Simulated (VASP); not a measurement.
Given:

```
Sr
1.0
   -3.70520     3.70520     2.01708
    3.70520    -3.70520     2.01708
    3.70520     3.70520    -2.01708
Sr
2
Direct
  0.75000   0.25000   0.50000
  0.00000   0.00000   0.00000
```

Calculation: r2SCAN meta-GGA, VASP's PBE PAW potentials (set 64) (plane waves; VASP). Run with 400 eV cut-off, 12×12×12 Γ-centred mesh, tetrahedra with Blöchl corrections, potentials Sr_sv.

**Question.** Give the energies of bands 9 to 13 at the high-symmetry points, in eV from the Fermi level.

**Answer.** 
```
band      Γ      X      M      Z      P      N
----  -----  -----  -----  -----  -----  -----
9     -3.60  -1.93  -1.01  -0.14  -0.18  -0.77
10    -0.35  -1.93  -1.01  -0.14  -0.18  -0.16
11     0.93   1.30  -0.17   0.23  -0.06  -0.02
12     1.40   1.30  -0.17   0.42  -0.06   1.32
13     2.03   1.85   1.99   0.74   2.10   1.60
```

It has no gap at this level: it comes out as a metal or semimetal.

The structure was generated: Sr was put into the beta-Sn type (I4_1/amd), which need not be its known phase. It was relaxed first, which changed the volume by -6 %.
